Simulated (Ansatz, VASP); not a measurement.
**Si: VASP beside Ansatz**

```
Si
1.0
     0.00000    2.70097    2.70097
     2.70097    0.00000    2.70097
     2.70097    2.70097    0.00000
Si
2
Direct
  0.75000 0.75000 0.75000
  0.50000 0.50000 0.50000
```

Alike in both runs: functional LDA; k mesh 12 × 12 × 12; occupations gaussian, width 0.02 eV; no spin polarisation.

Ansatz relaxed the structure, and its values are those at the end. VASP's run is a single point on that final structure, the one shown.

|  | VASP | Ansatz |
| --- | --- | --- |
| version | VASP 6.6.1 | Ansatz 0.2.0 |
| potentials or method | VASP PAW LDA potentials, release 64 (Si) | scalar-relativistic, plane waves, PAW |
| plane-wave cutoff (eV) | 520 | 420 |
| valence electrons in the cell | 8 | 8 |

```csv
,VASP,Ansatz,Ansatz less VASP
gap on the k mesh at the Fermi level (eV),0.44,0.44,+0.002
least direct gap on the mesh (eV),2.53,2.53,+0.002
pressure (GPa),0.0,0.0,-0.04
```

A k mesh can miss the band edges. A hybrid or GW would open this gap; LDA tends to underestimate it.
